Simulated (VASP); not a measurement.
Energy against volume of In (bct). Method: AM05 GGA, VASP's PBE PAW potentials (set 64) (plane waves; VASP). Numerical set-up: 520 eV cut-off, 16×16×16 Γ-centred mesh, first-order Methfessel-Paxton smearing of 0.10 eV, potentials In_d.

Shape and ions are relaxed at each volume.

| V (Å³/atom) | E (eV/atom) |
|---|---|
| 24.022 | -2.68908 |
| 24.788 | -2.70074 |
| 25.555 | -2.70463 |
| 26.322 | -2.70210 |

Problem. Fit these four points and predict the energy of the run at 27.088 Å³/atom.

Solution. A cubic in V^(−2/3), the third-order Birch-Murnaghan form, passes through the four points with V0 = 25.61 Å³/atom and B0 = 44 GPa, and gives -2.6943 eV/atom there. The run gave -2.6943 eV/atom, -0.0 meV/atom from the fit; all five points give B0 = 44 GPa.

The compound is In in the bct structure. It was relaxed first.
